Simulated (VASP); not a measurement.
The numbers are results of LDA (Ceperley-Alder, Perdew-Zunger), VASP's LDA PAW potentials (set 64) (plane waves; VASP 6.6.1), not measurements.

Input for VASP

### KPOINTS
```
Automatic mesh
0
Gamma
11 11 3
0 0 0
```

### INCAR
```
SYSTEM = Zr
PREC = Accurate
ENCUT = 300
EDIFF = 1E-6
NELM = 100
ALGO = Normal
LREAL = .FALSE.
LASPH = .TRUE.
ISMEAR = 0
SIGMA = 0.1
LMAXMIX = 4
LWAVE = .FALSE.
LCHARG = .FALSE.
ISIF = 2
```

File POSCAR:
```
Zr
1
    3.1852960000     0.0000000000     0.0000000000
   -1.5926480000     2.7585480000     0.0000000000
    0.0000000000     0.0000000000    10.2487130000
Zr
4
Direct
  0.0000000000   0.0000000000   0.0000000000
  0.0000000000   0.0000000000   0.5000000000
  0.3333330000   0.6666670000   0.2500000000
  0.6666670000   0.3333330000   0.7500000000
```

POTCAR, in this order: Zr_sv (LDA.64 set). Program: vasp_std.

The run wrote:

File OSZICAR:
```
       N       E                     dE             d eps       ncg     rms          rms(c)
DAV:   1     0.358051629019E+03    0.35805E+03   -0.19951E+04  1872   0.116E+03
DAV:   2    -0.228653654644E+01   -0.36034E+03   -0.35251E+03  1988   0.394E+02
DAV:   3    -0.362938346744E+02   -0.34007E+02   -0.32716E+02  3016   0.762E+01
DAV:   4    -0.383586041191E+02   -0.20648E+01   -0.20186E+01  2536   0.189E+01
DAV:   5    -0.384279790582E+02   -0.69375E-01   -0.68432E-01  2588   0.323E+00    0.216E+01
DAV:   6    -0.372052114155E+02    0.12228E+01   -0.18877E+00  1992   0.940E+00    0.865E+00
DAV:   7    -0.369574890248E+02    0.24772E+00   -0.11564E+00  2520   0.655E+00    0.149E+00
DAV:   8    -0.369528821957E+02    0.46068E-02   -0.12773E-01  2324   0.250E+00    0.113E+00
DAV:   9    -0.369521672471E+02    0.71495E-03   -0.73136E-02  2444   0.202E+00    0.266E-01
DAV:  10    -0.369497667244E+02    0.24005E-02   -0.14166E-02  2484   0.934E-01    0.266E-02
DAV:  11    -0.369497857106E+02   -0.18986E-04   -0.60808E-04  2352   0.158E-01    0.224E-02
DAV:  12    -0.369497856294E+02    0.81170E-07   -0.23813E-05  2728   0.255E-02    0.145E-02
DAV:  13    -0.369497836314E+02    0.19981E-05   -0.32537E-06  1720   0.167E-02    0.258E-03
DAV:  14    -0.369497836470E+02   -0.15609E-07   -0.39144E-07  1296   0.468E-03
   1 F= -.36949784E+02 E0= -.36931612E+02  d E =-.363425E-01
```

OUTCAR:
```
------------------------ aborting loop because EDIFF is reached ----------------------------------------
  FORCE on cell =-STRESS in cart. coord.  units (eV):
  Direction    XX          YY          ZZ          XY          YZ          ZX
  --------------------------------------------------------------------------------------
  Total       -2.3701686     -2.3701698     -1.7738708      0.0000000      0.0000000      0.0000000
  in kB      -42.1686931    -42.1687159    -31.5597018      0.0000000      0.0000000      0.0000000
  external PRESSURE =     -38.6323703 kB  Pullay stress =       0.0000000 kB
  volume of cell :       90.05
      direct lattice vectors                 reciprocal lattice vectors
     3.185296000  0.000000000  0.000000000     0.313942566  0.181254776  0.000000000
    -1.592648000  2.758548000  0.000000000     0.000000000  0.362509552  0.000000000
     0.000000000  0.000000000 10.248713000     0.000000000  0.000000000  0.097573227
 POSITION                                       TOTAL-FORCE (eV/Angst)
 -----------------------------------------------------------------------------------
      0.00000      0.00000      0.00000         0.000000      0.000000      0.000000
      0.00000      0.00000      5.12436         0.000000      0.000000      0.000000
     -0.00000      1.83903      2.56218        -0.000000      0.000000     -0.000000
      1.59265      0.91952      7.68653         0.000000     -0.000000      0.000000
 -----------------------------------------------------------------------------------
    total drift:                                0.000000     -0.000000      0.000000
  FREE ENERGIE OF THE ION-ELECTRON SYSTEM (eV)
  ---------------------------------------------------
  free  energy   TOTEN  =       -36.9497836470 eV

  energy  without entropy=      -36.9134411409  energy(sigma->0) =      -36.93161239
```
(Selected blocks of OUTCAR.)

At this cut-off the stress carries a Pulay error, which pulls relaxed volumes low.

The structure was generated: Zr was put into an ordered model structure, which need not be its known phase. The cell was not relaxed at this level. The run is one of a series of settings (SIGMA = 0.1, KPOINTS 11×11×3 Γ-centred mesh against the base run), some of them coarse on purpose.
